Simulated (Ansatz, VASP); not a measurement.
## SnO2 (Cassiterite) in two plane-wave programs

Aim: how closely do two programs agree when they are given the same cell, functional and k mesh? The two relaxations start from unlike cells of this crystal (the structure described is Ansatz's start), so only their ends are compared.

Main program and level: Ansatz 0.2.0; plane waves, with VASP 6.6.1 beside it; relaxation of cell and atoms at PBE.

### Step 1. The starting structure

The structure is tetragonal, space group P4_2/mnm (No. 136). Conventional cell: a = 4.720 Å, b = 4.720 Å, c = 3.189 Å, α = 90.00°, β = 90.00°, γ = 90.00°. Nearest to Sn lie 6 O at 2.04 to 2.05 Å. Nearest to O lie 3 Sn at 2.04 to 2.05 Å. Farther neighbours and most contacts between anions are not listed.

### Step 2. VASP: relaxation of cell and atoms, PBE

The relaxed volume is the usual yardstick between codes: in a stiff, nearly cubic crystal its relative difference is about their pressure difference at one cell divided by the bulk modulus.

Lines of VASP's logs that name or quote its potential files are left out, and so is its time.

Input file INCAR:

```
SYSTEM = SnO2
PREC = Accurate
ENCUT = 600
EDIFF = 1E-07
NELM = 120
ISMEAR = 0
SIGMA = 0.01
LREAL = .FALSE.
ALGO = Normal
GGA = PE
NBANDS = 32
LORBIT = 11
LWAVE = .FALSE.
LCHARG = .FALSE.
ISIF = 3
IBRION = 2
NSW = 80
EDIFFG = -0.005
LASPH = .TRUE.
GGA_COMPAT = .FALSE.
NELMIN = 4
EFERMI = MIDGAP
KPAR = 2
```

Input file POSCAR:

```
SnO2
1.0
    4.8306102558      0.0000000000      0.0000000000
    0.0000000000      4.8306102558      0.0000000000
    0.0000000000      0.0000000000      3.2421613322
Sn O
2 4
Direct
    0.0000000000      0.0000000000      0.0000000000
    0.5000000000      0.5000000000      0.5000000000
    0.3065331240      0.3065331240      0.0000000000
    0.1934668760      0.8065331240      0.5000000000
    0.6934668760      0.6934668760      0.0000000000
    0.8065331240      0.1934668760      0.5000000000
```

Input file KPOINTS:

```
Automatic mesh
0
Gamma
12 12 12
0 0 0
```

Potentials, in the order of the species: Sn_d and O (PBE family, release 64).

Run with:

```console
> mpirun -np 2 vasp_std
```

Numbers of over 12 decimals in the logs are rounded to 6 here.

Log:

```text
[banner, memory and clock lines left out]
running    2 mpi-ranks, on    1 nodes
 distrk:  each k-point on    1 cores,    2 groups
 distr:  one band on    1 cores,    1 groups

 POSCAR found type information on POSCAR SnO
 POSCAR found :  2 types and       6 ions
 LDA part: xc-table for (Slater+PW92), standard interpolation
 POSCAR, INCAR and KPOINTS ok, starting setup
 FFT: planning ... GRIDC
 FFT: planning ... GRID_SOFT
 FFT: planning ... GRID
 WAVECAR not read
 entering main loop
       N       E                     dE             d eps       ncg     rms          rms(c)
DAV:   1     0.676016779810E+03    0.67602E+03   -0.28436E+04 13672   0.272E+03
DAV:   2     0.622760659930E+02   -0.61374E+03   -0.58788E+03 13912   0.714E+02
DAV:   3    -0.380742130031E+02   -0.10035E+03   -0.98731E+02 14408   0.230E+02
DAV:   4    -0.432895725493E+02   -0.52154E+01   -0.51906E+01 15208   0.576E+01
DAV:   5    -0.434451217973E+02   -0.15555E+00   -0.15549E+00 15360   0.103E+01    0.156E+01
DAV:   6    -0.372467494333E+02    0.61984E+01   -0.23020E+01 20512   0.704E+01    0.581E+00
DAV:   7    -0.373528300440E+02   -0.10608E+00   -0.20789E+00 14360   0.840E+00    0.321E+00
DAV:   8    -0.373328882471E+02    0.19942E-01   -0.27548E-01 19096   0.481E+00    0.757E-01
DAV:   9    -0.373202354295E+02    0.12653E-01   -0.66602E-02 20104   0.353E+00    0.134E-01
DAV:  10    -0.373210413508E+02   -0.80592E-03   -0.51221E-03 17416   0.676E-01    0.445E-02
DAV:  11    -0.373211209545E+02   -0.79604E-04   -0.27985E-04 19928   0.177E-01    0.211E-02
DAV:  12    -0.373211254343E+02   -0.44797E-05   -0.26829E-05 15776   0.339E-02    0.162E-02
DAV:  13    -0.373211208677E+02    0.45665E-05   -0.17526E-05 18016   0.553E-02    0.271E-03
DAV:  14    -0.373211213022E+02   -0.43443E-06   -0.12981E-06 17752   0.971E-03    0.126E-03
DAV:  15    -0.373211214113E+02   -0.10916E-06   -0.34128E-08 10368   0.146E-03    0.343E-04
DAV:  16    -0.373211214147E+02   -0.33406E-08   -0.91727E-09  8992   0.768E-04
   1 F= -.37321121E+02 E0= -.37321121E+02  d E =-.373211E+02
 curvature:   0.00 expect dE= 0.000E+00 dE for cont linesearch  0.000E+00
 trial: gam= 0.00000 g(F)=  0.321E-08 g(S)=  0.219E-04 ort = 0.000E+00 (trialstep = 0.100E+01)
 search vector abs. value=  0.219E-04
 bond charge predicted
       N       E                     dE             d eps       ncg     rms          rms(c)
DAV:   1    -0.373213239282E+02   -0.20252E-03   -0.49619E-03 16168   0.107E+00    0.967E-02
DAV:   2    -0.373211561456E+02    0.16778E-03   -0.45804E-04 17568   0.237E-01    0.337E-02
DAV:   3    -0.373211245117E+02    0.31634E-04   -0.59942E-05 18080   0.174E-01    0.107E-02
DAV:   4    -0.373211216078E+02    0.29039E-05   -0.11642E-05 18032   0.774E-02    0.187E-03
DAV:   5    -0.373211225188E+02   -0.91096E-06   -0.30010E-06 15520   0.150E-02    0.929E-04
DAV:   6    -0.373211231644E+02   -0.64568E-06   -0.11569E-07  9296   0.347E-03    0.389E-04
DAV:   7    -0.373211232400E+02   -0.75572E-07   -0.17438E-08  8288   0.192E-03
   2 F= -.37321123E+02 E0= -.37321123E+02  d E =-.182535E-05
 trial-energy change:   -0.000002  1 .order    0.000000   -0.000022    0.000022
 step:   0.5626(harm=  0.4968)  dis= 0.00000  next Energy=   -37.321128 (dE=-0.652E-05)
 bond charge predicted
       N       E                     dE             d eps       ncg     rms          rms(c)
DAV:   1    -0.373211675509E+02   -0.44386E-04   -0.94615E-04 16048   0.470E-01    0.422E-02
DAV:   2    -0.373211359522E+02    0.31599E-04   -0.87464E-05 17464   0.104E-01    0.147E-02
DAV:   3    -0.373211300477E+02    0.59045E-05   -0.11433E-05 17944   0.759E-02    0.468E-03
DAV:   4    -0.373211285797E+02    0.14681E-05   -0.20167E-06 15416   0.338E-02    0.716E-04
DAV:   5    -0.373211281144E+02    0.46531E-06   -0.73871E-07 13168   0.777E-03    0.322E-04
DAV:   6    -0.373211278524E+02    0.26197E-06   -0.20118E-08  7928   0.133E-03    0.155E-04
DAV:   7    -0.373211278323E+02    0.20065E-07   -0.37545E-09  7760   0.107E-03
   3 F= -.37321128E+02 E0= -.37321128E+02  d E =-.641765E-05
 curvature:  -0.24 expect dE=-0.410E-06 dE for cont linesearch -0.708E-07
 trial: gam= 0.00000 g(F)=  0.329E-06 g(S)=  0.135E-05 ort =-0.252E-05 (trialstep = 0.913E+00)
 search vector abs. value=  0.168E-05
 reached required accuracy - stopping structural energy minimisation
```

From OUTCAR (step 2):

```text
ion  position               nearest neighbor table
   1  0.000  0.000  0.000-   4 2.09   6 2.09   4 2.09   6 2.09   5 2.09   3 2.09
   2  0.500  0.500  0.500-   3 2.09   5 2.09   3 2.09   5 2.09   4 2.09   6 2.09
   3  0.307  0.307  0.000-   2 2.09   2 2.09   1 2.09
   4  0.193  0.807  0.500-   1 2.09   1 2.09   2 2.09
   5  0.693  0.693  0.000-   2 2.09   2 2.09   1 2.09
   6  0.807  0.193  0.500-   1 2.09   1 2.09   2 2.09

  LATTYP: Found a simple tetragonal cell.
 ALAT       =     4.8306102558
 C/A-ratio  =     0.6711701339

 Subroutine GETGRP returns: Found 16 space group operations
 (whereof  8 operations were pure point group operations)

The static configuration has the point symmetry D_2h.
 The point group associated with its full space group is D_4h.

 Found    196 irreducible k-points:

   k-points           NKPTS =    196   k-points in BZ     NKDIM =    196   number of bands    NBANDS=     32

   dimension x,y,z NGX =    40 NGY =   40 NGZ =   28
   dimension x,y,z NGXF=    80 NGYF=   80 NGZF=   56

   ENCUT  =  600.0 eV  44.10 Ry    6.64 a.u.   9.65  9.65  6.48*2*pi/ulx,y,z

   NELECT =      52.0000    total number of electrons

 k-points in reciprocal lattice and weights: Automatic mesh
   0.00000000  0.00000000  0.00000000       0.001
   0.08333333  0.00000000  0.00000000       0.002
   0.16666667  0.00000000  0.00000000       0.002
   0.25000000  0.00000000  0.00000000       0.002
   0.33333333  0.00000000  0.00000000       0.002
   0.41666667  0.00000000  0.00000000       0.002
   0.50000000  0.00000000  0.00000000       0.001
   0.08333333  0.08333333  0.00000000       0.002
   0.16666667  0.08333333  0.00000000       0.005
[...]
0.50000000  0.41666667  0.50000000       0.002
   0.50000000  0.50000000  0.50000000       0.001

 average (electrostatic) potential at core
       1-100.1319       2-100.1319       3 -68.4548       4 -68.4548       5 -68.4548
       6 -68.4548

 E-fermi :   5.8272

 k-point     1 :       0.0000    0.0000    0.0000
  band No.  band energies     occupation
    ...
     22       4.2470      2.00000
     23       4.2470      2.00000
     24       4.7669      2.00000
     25       4.7669      2.00000
     26       5.5057      2.00000
     27       6.1487      0.00000
     28      11.1708      0.00000
     29      11.5505      0.00000
     30      11.5505      0.00000
     31      15.5968      0.00000
    ...

 k-point     2 :       0.0833    0.0000    0.0000
  band No.  band energies     occupation
    ...
     22       4.2491      2.00000
     23       4.2557      2.00000
     24       4.5738      2.00000
     25       4.7710      2.00000
     26       5.4718      2.00000
     27       6.3833      0.00000
     28      11.0947      0.00000
     29      11.5814      0.00000
     30      11.6265      0.00000
     31      15.6592      0.00000
    ...

 k-point     3 :       0.1667    0.0000    0.0000
  band No.  band energies     occupation
    ...
     22       4.1875      2.00000
     23       4.2552      2.00000
     24       4.2745      2.00000
     25       4.7828      2.00000
     26       5.3753      2.00000
     27       6.8935      0.00000
     28      10.9190      0.00000
     29      11.6753      0.00000
     30      11.7895      0.00000
     31      15.8423      0.00000
    ...

  Total       -0.0005729     -0.0005729      0.0129366      0.0000000      0.0000000      0.0000000
  in kB       -0.0121384     -0.0121384      0.2740740      0.0000000      0.0000000      0.0000000
  external PRESSURE =       0.0832658 kB  Pullay stress =       0.0000000 kB

  energy-cutoff  :      600.00
  volume of cell :       75.62
      direct lattice vectors                 reciprocal lattice vectors
     4.829917211 -0.000000000  0.000000000     0.207042886  0.000000000  0.000000000
    -0.000000000  4.829917211  0.000000000     0.000000000  0.207042886  0.000000000
     0.000000000  0.000000000  3.241769048     0.000000000  0.000000000  0.308473548

 POSITION                                       TOTAL-FORCE (eV/Angst)
 -----------------------------------------------------------------------------------
      4.82992     -0.00000      0.00000         0.000000     -0.000000     -0.000000
      2.41496      2.41496      1.62088         0.000000     -0.000000     -0.000000
      1.48053      1.48053      0.00000        -0.000924     -0.000924      0.000000
      0.93443      3.89549      1.62088         0.000924     -0.000924      0.000000
      3.34939      3.34939      0.00000         0.000924      0.000924     -0.000000
      3.89549      0.93443      1.62088        -0.000924      0.000924     -0.000000
 -----------------------------------------------------------------------------------
    total drift:                                0.000000     -0.000000     -0.000000

  FREE ENERGIE OF THE ION-ELECTRON SYSTEM (eV)
  ---------------------------------------------------
  free  energy   TOTEN  =       -37.3211278323 eV

  energy  without entropy=      -37.3211278323  energy(sigma->0) =      -37.32112783

 reached required accuracy - stopping structural energy minimisation

 total charge
# of ion       s       p       d       tot
------------------------------------------
    1        0.880   1.024  10.327  12.231
    2        0.880   1.024  10.327  12.231
    3        1.557   3.482   0.000   5.039
    4        1.557   3.482   0.000   5.039
    5        1.557   3.482   0.000   5.039
    6        1.557   3.482   0.000   5.039
--------------------------------------------------
tot          7.990  15.973  20.654  44.617

[... 3 further parts left out ...]
```

The run keeps the 16 symmetry operations of its start, so it cannot find a distortion of lower symmetry.

### Step 3. Ansatz: relaxation of cell and atoms, PBE

Ansatz runs on its PAW soft_1 files.

Its own start cell and the same functional and mesh now go to Ansatz, which takes its cutoff from its data sets.

Input file input.yaml:

```yaml
crystal:
  lattice:
    - [4.7201877112, 0.0, 0.0]
    - [0.0, 4.7201877112, 0.0]
    - [0.0, 0.0, 3.1887662554]
  atoms:
    - { symbol: Sn, position: [0.0, 0.0, 0.0] }
    - { symbol: Sn, position: [0.5, 0.5, 0.5] }
    - { symbol: O, position: [0.3060749342, 0.3060749342, 0.0] }
    - { symbol: O, position: [0.1939250658, 0.8060749342, 0.5] }
    - { symbol: O, position: [0.6939250658, 0.6939250658, 0.0] }
    - { symbol: O, position: [0.8060749342, 0.1939250658, 0.5] }
kpoints:
  mp_grid: { grid: [12, 12, 12] }
hamiltonian:
  xc: pbe
  pseudopotentials: { kind: paw, azcp: { folder: soft_1 } }
scf:
  occupations: { method: fixed }
output:
  forces: true
  stress: true
  eigenvalues: true
relax:
  adjacent_minimum: "off"
  f_tol: 0.001
  max_steps: 60
  cell: { stress_tol: 0.01 }
```

Run with:

```console
> ansatz run input.yaml --threads 4 --pin off --max-ram 16384MiB --backend cpu --events-out ev --progress --plain --runs-dir out
```

Log:

```text
Engine: ansatz 0.2.0, x86_64-unknown-linux-gnu
Pseudopotentials: kind: paw
Pseudopotential: Sn, paw, valence charge 14, recommended cutoff 420 eV (normal), soft_1/Sn.paw.azcp
Pseudopotential: O, paw, valence charge 6, recommended cutoff 420 eV (normal), soft_1/O.paw.azcp
Functional definition: PBE
  parameter kappa = 0.804
  parameter beta = 0.066725
  exchange = pbe_x(kappa = kappa, mu = beta*pi^2/3)
  correlation = pbe_c(beta = beta)
Crystal: 6 atoms, lattice volume = 71.046 Å³
Basis set: ecut = 420 eV, 1411 PW (Γ), exchange–correlation on 64×64×48 points (8 copies of the dense FFT grid, shifted against one another)
Bands: 32, of which v1, the nominal top of the filled ones, is band 26 counted from 1 (25 counted from 0)
Symmetry: 16 space group operations
Space group: P42/mnm (ITA 136), of the structure as read, at distance tolerance 4.1e-5 Å
k-points: 196 of 1728
Non-local potential: Sn, projectors of the file, l = 0: 2, l = 1: 2, l = 2: 2, l = 3: 1
Non-local potential: O, projectors of the file, l = 0: 2, l = 1: 2, l = 2: 1
PAW form: soft (Blöchl's): semilocal exchange-correlation on the pseudo side does not see the compensation charge
PAW one-centre angular grid: Sn, 590 points (default); XC on 64 Gauss nodes
PAW one-centre angular grid: O, 110 points (default); XC on 64 Gauss nodes
Initial density: superposition of atomic densities (chi_scale 0.1, normalization cell, long waves kept (reshape's long-wave potential 0.00 eV rms))
Initial wavefunctions: pseudopotential atomic-orbital guess
Functional: x = pbe(κ = 0.804, μ = 0.219515), c = pbe(β = 0.066725)
SCF iter   1: F=—  HF=-14318.849823 eV  |F-HF|=—  |Δ(HF+E_count)|=         —  Δρ=8.20e-2  dr2=3.80e0  ethr=3.10e-3  ⟨swp⟩=4.1  Hψ=25012  notcnv=0  defer=777
preconditioner: auto → Resta (q_TF=auto, 2.590 Å⁻¹)  ε∞=3.5  [insulator: Δε(μ)=1.809 eV  Ē_g=20.243 eV  n_scr=18 (ndim 8)  ℏωp=31.8 eV  f_vac=0.000  ε∞_Penn≈3.5]
SCF iter   2: F=—  HF=-14318.029777 eV  |F-HF|=—  |Δ(HF+E_count)|=   8.20e-1  Δρ=3.74e-2  dr2=5.14e-1  ethr=3.10e-3  ⟨swp⟩=2.4  Hψ=11958  notcnv=0  defer=744
SCF iter   3: F=—  HF=-14317.987643 eV  |F-HF|=—  |Δ(HF+E_count)|=   4.21e-2  Δρ=1.35e-2  dr2=9.82e-2  ethr=9.89e-4  ⟨swp⟩=3.0  Hψ=8337  notcnv=0  defer=784
SCF iter   4: F=—  HF=-14317.992117 eV  |F-HF|=—  |Δ(HF+E_count)|=   4.47e-3  Δρ=2.18e-3  dr2=2.73e-3  ethr=1.89e-4  ⟨swp⟩=2.7  Hψ=8816  notcnv=0  defer=784
SCF iter   5: F=—  HF=-14317.994840 eV  |F-HF|=—  |Δ(HF+E_count)|=   2.72e-3  Δρ=7.49e-4  dr2=2.66e-4  ethr=5.25e-6  ⟨swp⟩=2.5  Hψ=9949  notcnv=0  defer=784
SCF iter   6: F=—  HF=-14317.995237 eV  |F-HF|=—  |Δ(HF+E_count)|=   3.98e-4  Δρ=9.23e-5  dr2=5.01e-6  ethr=5.12e-7  ⟨swp⟩=2.0  Hψ=9254  notcnv=0  defer=784
SCF iter   7: F=—  HF=-14317.995181 eV  |F-HF|=—  |Δ(HF+E_count)|=   5.65e-5  Δρ=1.34e-5  dr2=1.19e-7  ethr=9.64e-9  ⟨swp⟩=2.0  Hψ=9804  notcnv=0  defer=345
SCF iter   8: F=-14317.995181 eV  HF=-14317.995181 eV  |F-HF|=5.42e-9  |Δ(HF+E_count)|=   1.64e-7  Δρ=2.32e-6  dr2=4.04e-9  ethr=1.92e-10  ⟨swp⟩=11.3  Hψ=33166  notcnv=0
SCF 1 converged in 8 iterations: F = -14317.995181 eV  dr2 = 4.04e-9
  greatest PAW one-centre occupation: 0.996 electrons in one spin orbital (limit 2), on the Sn atom at site 1 (counted from 0), in its partial waves of l = 2
relax step   1: F+E_penalty+E_count = -14317.99518104 eV  Δ(F+E_penalty+E_count) = +0.000e0 eV  max|allowed force component| = 7.592e-2 eV/Å  Δτ_max = 0.0000 Å  P = +12.239 GPa  Ω = 71.046 Å³  (8 SCF iters, dr2 threshold 1.00e-7 eV, accepted)
[...]
relax step   8: F+E_penalty+E_count = -14318.15111851 eV  Δ(F+E_penalty+E_count) = +1.628e-4 eV  max|allowed force component| = 1.891e-4 eV/Å  Δτ_max = 0.0003 Å  P = +0.009 GPa  Ω = 75.456 Å³  energy of the carried Pulay correction = -3.605e-4 eV  (4 SCF iters, dr2 threshold 3.76e-7 eV, accepted)
[...]
relax step   9: F+E_penalty+E_count = -14318.15110655 eV  Δ(F+E_penalty+E_count) = +1.196e-5 eV  max|allowed force component| = 3.413e-5 eV/Å  Δτ_max = 0.0000 Å  P = -0.000 GPa  Ω = 75.462 Å³  energy of the carried Pulay correction = -3.727e-4 eV  (5 SCF iters, dr2 threshold 4.22e-10 eV, accepted)
[...]
relax step  10: F+E_penalty+E_count = -14318.15147904 eV  Δ(F+E_penalty+E_count) = -3.725e-4 eV  max|allowed force component| = 5.486e-5 eV/Å  Δτ_max = 0.0000 Å  P = +0.004 GPa  Ω = 75.462 Å³  stress off target by 6.47e-3 GPa  SCF on the basis re-selected at this cell (its energy is not comparable with the rows above)  (5 SCF iters)
basis re-selected at this cell: Δ(F+E_penalty+E_count) = -3.725e-4 eV, ΔP = +0.004 GPa vs the last step (what re-selecting the basis moved, of the pressure what is left beyond the Pulay correction that the steps carried, after the strain that the cell walked since its last selection, with what the two solves' SCF thresholds leave and, on support functions, any second-order correction that the steps lacked; it is no m [...]
SCF converged after 5 iterations
Free energy (F): -14318.151479 eV
Harris-Foulkes:  -14318.151479 eV  (|F-HF|=1.82e-11)
Internal energy: -14318.151479 eV  (E = F + TS)
E sigma→0 (E₀):  -14318.151479 eV
Fermi energy:    8.777398 eV
--- Per-component energies (eV) ---
  E_band       = -152.560078
  E_kinetic    = 1013.626587
  E_local      = -3267.840455  (includes V_loc(G=0)·N_el)
  E_nonlocal   = 500.295033
  E_hartree    = 1478.596616
  E_xc         = -534.927233
  E_vxc        = -522.675553  (∫ρ·V_xc dr)
  E_paw        = -9399.335567  (= ΣΔE_a)
  E_vpaw       = -833.162743  (= ΣTr[D̂ρ^β])
  E_aug_tail   = 0.003803  (compensation charges beyond the density's cutoff)
  E_ewald      = -4108.570264
  E_smearing   = -0.000000  (= −TS)
  E_closure    = -0.000000  (closes the sum)
  Σ components = -14318.151479   (vs F -14318.151479, Δ=0.00e0)
--- Forces (eV/Å), atoms counted from 1 ---
  atom   1  Sn     0.00000000     0.00000000     0.00000000
  atom   2  Sn     0.00000000    -0.00000000     0.00000000
  atom   3  O      0.00005486     0.00005486     0.00000000
  atom   4  O     -0.00005486     0.00005486    -0.00000000
  atom   5  O     -0.00005486    -0.00005486    -0.00000000
  atom   6  O      0.00005486    -0.00005486     0.00000000
  max |Σ_I F_I| component: 3.47e-18 eV/Å
--- Stress (GPa, compression-positive) ---
        0.006467      -0.000000       0.000000
       -0.000000       0.006467      -0.000000
        0.000000      -0.000000      -0.000756
  P = ⅓ Tr σ = 0.0041 GPa (0.041 kbar)
--- Band table (eV; the first three rows and the last of 196) ---
  k-point 0: bands = [... 22 lower, 7.5316, 8.0440, 8.0440, 8.7774, 9.4603, 14.4858, 14.8649, 14.8649, ... 2 higher]
  k-point 1: bands = [... 22 lower, 7.2687, 8.0666, 8.0666, 8.7248, 9.9854, 14.6196, 15.1554, 15.1554, ... 2 higher]
  k-point 2: bands = [... 22 lower, 6.6802, 8.0519, 8.0519, 8.5705, 11.0002, 14.9171, 15.9016, 15.9016, ... 2 higher]
  k-point 195: bands = [... 22 lower, 7.8649, 7.8649, 8.0020, 8.0020, 13.1471, 13.1471, 17.4078, 17.4078, ... 2 higher]
--- Relaxed structure (8 steps of the walk, 8 accepted, 2 SCFs on fresh bases) ---
  F+E_penalty+E_count = -14318.15147904 eV   max|allowed force component| = 5.486e-5 eV/Å   (the final SCF, on the basis selected at the relaxed cell)
  cell:  # Å, volume = 75.4615 Å³
    - [4.827501, 0, 0]
    - [0, 4.827501, 0]
    - [0, 0, 3.238029]
  atoms:
    - { symbol: Sn, position: [0, 0, 0] }
    - { symbol: Sn, position: [0.500000, 0.500000, 0.500000] }
    - { symbol: O, position: [0.306597, 0.306597, 0] }
    - { symbol: O, position: [0.193403, 0.806597, 0.500000] }
    - { symbol: O, position: [0.693403, 0.693403, 0] }
    - { symbol: O, position: [0.806597, 0.193403, 0.500000] }
```

### Step 4. Comparison

Known differences besides the potentials themselves: fixed occupations in Ansatz, narrow Gaussian smearing in VASP; the cutoff is 420 eV in Ansatz and 600 eV in VASP; Ansatz adds a Pulay correction to the stress that steers its cell, VASP none. Total energies have different zeros and are not compared.

Both answers:

| quantity | Ansatz | VASP | difference |
| --- | --- | --- | --- |
| volume (Å³) | 75.46 | 75.62 | -0.22 % |
| edge a after relaxation, in the typed setting (Å) | 4.827 | 4.830 | -0.05 % |
| edge c after relaxation, in the typed setting (Å) | 3.238 | 3.242 | -0.12 % |

### Step 5. Results

| Item | Value |
| --- | --- |
| difference in volume (relaxation of cell and atoms, PBE) | -0.22 % |

What this shows: The difference in volume is -0.22 % (relaxation of cell and atoms, PBE), within the 1.2 % picked in this series as the mark of a large difference, as far as the stopping tolerances let one tell. How closely two codes agree says nothing of how well the functional describes the real material.

[Lines on the potential files, build, host, timing and source positions are cut from VASP's logs without a mark.]

[Logs are printed without paths, hosts, clocks, repeated set-up lines and the standing remarks that a program may print on its own settings, such as how far it seeks lower states.]

[Hosts, paths, dates, database ids (printed as entryN), source tags and the programs' standing remarks are cut or masked in the printed files.]
